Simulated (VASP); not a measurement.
Data:

```
FeO
1.0
    3.03770     0.00000     0.00000
   -1.51885     2.63073     0.00000
    0.00000     0.00000     5.69203
Fe O
2 2
Direct
  0.33333   0.66667   0.02083
  0.66667   0.33333   0.52083
  0.33333   0.66667   0.35417
  0.66667   0.33333   0.85417
```
Starting moments (μB, in the order of the record's atoms Fe Fe O O): 3.6 3.6 0.3 0.3.

These are PBEsol GGA, VASP's PBE PAW potentials (set 64) (plane waves; VASP 6.6.1) values and carry that method's errors. Settings: 520 eV cut-off, Gaussian smearing of 0.050 eV, potentials Fe O.

The moments were started parallel, and other spin orders were not tried in this run.

### Question
Give the spin-up energies of bands 7 to 20 at the high-symmetry points, in eV from the Fermi level.

### Answer

| band | Γ | M | K | A | L | H |
|---|---|---|---|---|---|---|
| 7 | -5.59 | -6.27 | -6.21 | -5.89 | -5.82 | -5.71 |
| 8 | -5.59 | -5.17 | -6.21 | -5.89 | -5.82 | -5.71 |
| 9 | -3.48 | -4.00 | -3.64 | -3.30 | -3.37 | -3.53 |
| 10 | -3.48 | -2.97 | -3.42 | -3.30 | -3.37 | -3.53 |
| 11 | -3.39 | -2.91 | -3.25 | -3.30 | -2.82 | -3.08 |
| 12 | -3.13 | -2.82 | -3.25 | -3.30 | -2.82 | -3.08 |
| 13 | -3.13 | -2.81 | -2.80 | -2.14 | -2.57 | -2.47 |
| 14 | -1.32 | -2.39 | -2.29 | -2.14 | -2.57 | -2.47 |
| 15 | -1.32 | -2.15 | -2.29 | -0.69 | -1.60 | -1.91 |
| 16 | -1.03 | -1.93 | -1.36 | -0.69 | -1.60 | -1.91 |
| 17 | -0.09 | -1.50 | -1.36 | -0.69 | -1.24 | -1.18 |
| 18 | -0.09 | -0.43 | -0.95 | -0.69 | -1.24 | -1.18 |
| 19 | 0.54 | 5.08 | 5.70 | 2.22 | 4.82 | 6.50 |
| 20 | 5.38 | 5.68 | 7.02 | 2.22 | 4.82 | 6.50 |

### Question
Give the spin-down energies of bands 7 to 20 at the high-symmetry points, in eV from the Fermi level.

### Answer

| band | Γ | M | K | A | L | H |
|---|---|---|---|---|---|---|
| 7 | -4.17 | -4.82 | -5.37 | -4.41 | -4.51 | -4.73 |
| 8 | -4.17 | -4.15 | -5.37 | -4.41 | -4.51 | -4.73 |
| 9 | -0.36 | -0.97 | -0.60 | 0.27 | -0.43 | -0.52 |
| 10 | -0.10 | -0.36 | -0.38 | 0.27 | -0.43 | -0.52 |
| 11 | -0.02 | 0.44 | -0.08 | 0.27 | 0.60 | 0.28 |
| 12 | -0.02 | 0.71 | -0.08 | 0.27 | 0.60 | 0.28 |
| 13 | 0.57 | 0.80 | 0.73 | 0.41 | 0.81 | 0.94 |
| 14 | 0.57 | 0.81 | 1.27 | 0.41 | 0.81 | 0.94 |
| 15 | 1.34 | 1.08 | 1.27 | 2.03 | 1.41 | 1.31 |
| 16 | 1.34 | 1.29 | 1.78 | 2.03 | 1.41 | 1.31 |
| 17 | 2.70 | 1.62 | 1.78 | 2.03 | 1.79 | 1.91 |
| 18 | 2.70 | 2.48 | 1.96 | 2.03 | 1.79 | 1.91 |
| 19 | 2.98 | 6.00 | 6.91 | 3.28 | 5.94 | 7.62 |
| 20 | 6.09 | 6.65 | 8.08 | 3.28 | 5.94 | 7.62 |

It has no gap at this level: it comes out as a metal or semimetal.

The structure was generated: FeO was put into the wurtzite type (P6_3mc), which need not be its known phase. It was relaxed first.
